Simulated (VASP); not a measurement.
Output of a VASP run:

File OSZICAR:
```
       N       E                     dE             d eps       ncg     rms          rms(c)
DAV:   1     0.122646400157E+03    0.12265E+03   -0.80425E+03  1344   0.122E+03
DAV:   2    -0.874665909897E+01   -0.13139E+03   -0.12389E+03  1564   0.325E+02
DAV:   3    -0.147249249827E+02   -0.59783E+01   -0.59327E+01  1716   0.717E+01
DAV:   4    -0.149271668630E+02   -0.20224E+00   -0.20212E+00  1920   0.119E+01
DAV:   5    -0.149295818862E+02   -0.24150E-02   -0.24146E-02  1676   0.136E+00    0.805E+00
RMM:   6    -0.134710911535E+02    0.14585E+01   -0.64249E+00  1347   0.151E+01    0.337E+00
RMM:   7    -0.134170695127E+02    0.54022E-01   -0.42419E-01  1457   0.526E+00    0.188E+00
RMM:   8    -0.134120245311E+02    0.50450E-02   -0.18725E-01  1480   0.421E+00    0.614E-01
RMM:   9    -0.134103771668E+02    0.16474E-02   -0.63138E-02  1600   0.133E+00    0.245E-01
RMM:  10    -0.134128301315E+02   -0.24530E-02   -0.22877E-02  1780   0.644E-01    0.378E-01
RMM:  11    -0.134136884285E+02   -0.85830E-03   -0.11412E-02  1470   0.778E-01    0.167E-01
RMM:  12    -0.134141001024E+02   -0.41167E-03   -0.49175E-03  1643   0.310E-01    0.167E-01
RMM:  13    -0.134138993611E+02    0.20074E-03   -0.10592E-03  1560   0.180E-01    0.120E-01
RMM:  14    -0.134138206095E+02    0.78752E-04   -0.56873E-04  1473   0.135E-01    0.705E-02
RMM:  15    -0.134138220268E+02   -0.14173E-05   -0.21290E-04  1348   0.776E-02    0.392E-02
RMM:  16    -0.134138193692E+02    0.26577E-05   -0.88762E-05  1271   0.653E-02
   1 F= -.13413819E+02 E0= -.13413819E+02  d E =-.134138E+02
```

File OUTCAR:
```
------------------------ aborting loop because EDIFF is reached ----------------------------------------
  FORCE on cell =-STRESS in cart. coord.  units (eV):
  Direction    XX          YY          ZZ          XY          YZ          ZX
  --------------------------------------------------------------------------------------
  Total       -0.1491533     -0.1491533     -0.1491533      0.0000000      0.0000000      0.0000000
  in kB       -8.7739315     -8.7739315     -8.7739315      0.0000000      0.0000000      0.0000000
  external PRESSURE =      -8.7739315 kB  Pullay stress =       0.0000000 kB
  volume of cell :       27.24
      direct lattice vectors                 reciprocal lattice vectors
     0.000000000  2.388030033  2.388030033    -0.209377601  0.209377601  0.209377601
     2.388030033  0.000000000  2.388030033     0.209377601 -0.209377601  0.209377601
     2.388030033  2.388030033  0.000000000     0.209377601  0.209377601 -0.209377601
  FREE ENERGIE OF THE ION-ELECTRON SYSTEM (eV)
  ---------------------------------------------------
  free  energy   TOTEN  =       -13.4138193692 eV

  energy  without entropy=      -13.4138193692  energy(sigma->0) =      -13.41381937

 reached required accuracy - stopping structural energy minimisation
```
(Selected blocks of OUTCAR.)

### POSCAR
```
CaO
1
   -0.0000000000     2.3880300325     2.3880300325
    2.3880300325    -0.0000000000     2.3880300325
    2.3880300325     2.3880300325    -0.0000000000
Ca O
1 1
Direct
  0.0000000000   0.0000000000   0.0000000000
  0.5000000000   0.5000000000   0.5000000000
```

Q: Reconstruct the remaining input files.

A: This is not unique; one that fits is the input of the run itself, PBEsol GGA, plane waves, VASP's PBE PAW potentials (set 64).

**INCAR**
```
SYSTEM = CaO
PREC = Normal
ENCUT = 450
EDIFF = 1E-5
NELM = 100
ALGO = Fast
LREAL = .FALSE.
LASPH = .TRUE.
ISMEAR = 0
SIGMA = 0.05
GGA = PS
LWAVE = .FALSE.
LCHARG = .FALSE.
NELMIN = 4
IBRION = 2
ISIF = 2
NSW = 20
EDIFFG = -0.03
```

File KPOINTS:
```
Automatic mesh
0
Gamma
11 11 11
0 0 0
```

POTCAR, in this order: Ca_sv O (PBE.64 set). Program: vasp_std.

At this cut-off the stress carries a Pulay error, which pulls relaxed volumes low.

The compound is CaO in the rock salt structure. It was relaxed first.
